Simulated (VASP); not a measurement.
## Ni3Hg: energy against volume and a worked fit

```xyz
4
Lattice="3.7449 0.0000 0.0000 0.0000 3.7449 0.0000 0.0000 0.0000 3.7449" Properties=species:S:1:pos:R:3 pbc="T T T"
Hg    0.0000    0.0000    0.0000
Ni    1.8725    1.8725    0.0000
Ni    1.8725    0.0000    1.8725
Ni    0.0000    1.8725    1.8725
```

The cell comes from a database or a generator and needn't be the stable form of this composition.

The cell was scaled at fixed shape and fractions and run with VASP, PBE PAW files Hg, Ni, 520 eV; PBE, k mesh 7 × 7 × 7 on the cell of 4 atoms, fermi-dirac occupations of 0.05 eV, collinear spin, ferromagnetic start, no spin-orbit coupling. Energies are those that the program minimises, any entropy of the smearing included. For a metal such a mesh isn't converged to the digits shown. The magnetic state is the one that the start led to, which needn't be the lowest.

```tsv
V (Å³/atom)	energy over the lowest row (meV/atom)
12.3422	37.94
12.6048	18.93
12.8674	6.78
13.1300	0.71
13.3926	0.00
13.6552	?
13.9178	12.29
```

**Question.** Fit the third-order Birch-Murnaghan form, give V0, B0 and B′, and predict the energy left open.

**Answer.** With y = (V0/V)^(2/3), E = E0 + (9 V0 B0/16) [(y - 1)³ B′ + (y - 1)² (6 - 4y)]. Least squares through the rows shown give V0 = 13.2970 Å³/atom, E0 = -0.32 meV, B0 = 153.3 GPa (1 eV/Å³ = 160.218 GPa) and B′ = 5.21, with a largest miss of 0.01 meV. At V = 13.6552 the form with these constants gives 4.05 meV; the run gave 4.05 meV an atom.
